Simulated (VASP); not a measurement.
A convergence study with VASP on MoTe₂: one setting is varied, all else stays as given below, so the limit is that of these other settings.

```
CELL_PARAMETERS angstrom
      3.53056     0.00000     0.00000
     -1.76528     3.05755     0.00000
      0.00000     0.00000    24.61342
ATOMIC_POSITIONS crystal
  Te 0.66667 0.33333 0.71560
  Te 0.33333 0.66667 0.43117
  Te 0.33333 0.66667 0.28440
  Te 0.66667 0.33333 0.56883
  Mo 0.66667 0.33333 0.35779
  Mo 0.33333 0.66667 0.64222
```

Computed with LDA (Ceperley-Alder, Perdew-Zunger), VASP's LDA PAW potentials (set 64) (plane waves; VASP 6.6.1). The tightest run used: 600 eV cut-off, 7×7×1 Γ-centred mesh, Fermi-Dirac smearing of 0.010 eV, potentials Te Mo_sv.

```tsv
setting	E (eV/atom)	largest force (eV/Å)	plane waves
ENCUT = 150	-5.7322	0.731	1153
ENCUT = 180	-6.6245	0.525	1488
ENCUT = 210	-6.7970	0.441	1852
```

### Question
These are the cheaper rows. Estimate the results at ENCUT = 600, and how far the last row shown lies from them.

### Answer

```tsv
quantity	tightest run	last row shown is off by
E (eV/atom)	-6.8389	0.0419
largest force (eV/Å)	0.448	-0.007
```

Left out are rungs that failed or repeat a setting and relaxations that didn't move; long series are thinned to 24 rows.

The cell is a sheet or thin cut with vacuum, built from a generated structure.
